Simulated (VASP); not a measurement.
Here is the system:

```
CELL_PARAMETERS angstrom
      5.57877     0.00000     0.00000
      0.00000     5.57877     0.00000
      0.00000     0.00000     5.57877
ATOMIC_POSITIONS crystal
  Cs 0.00000 0.00000 0.00000
  Pb 0.50000 0.50000 0.50000
  Br 0.50000 0.00000 0.50000
  Br 0.00000 0.50000 0.50000
  Br 0.50000 0.50000 0.00000
```

All values below come from PBEsol GGA, VASP's PBE PAW potentials (set 64) (plane waves; VASP 6.6.1). Run with 500 eV cut-off, 4×4×4 Γ-centred mesh, Gaussian smearing of 0.050 eV, potentials Cs_sv Pb_d Br.

Unless said otherwise, spin-orbit coupling is left out, though it shifts the bands of the heavy elements here.

**Question.** Estimate the energy per atom (σ→0), pressure, band gap (on the k-mesh) with the smallest direct gap where there is one.

**Answer.** 
```yaml
band gap (on the k-mesh): 0.65 eV
smallest direct gap (on the k-mesh): 0.65 eV
energy per atom (σ→0): -3.274 eV/atom
pressure: 5.01 GPa
```

Total energies compare only between runs with the same potentials, cut-off and functional.

The compound is CsPbBr3 in the cubic perovskite structure, the ideal cubic form; the compound distorts at low or room temperature. It was relaxed first under an external pressure of 5 GPa.
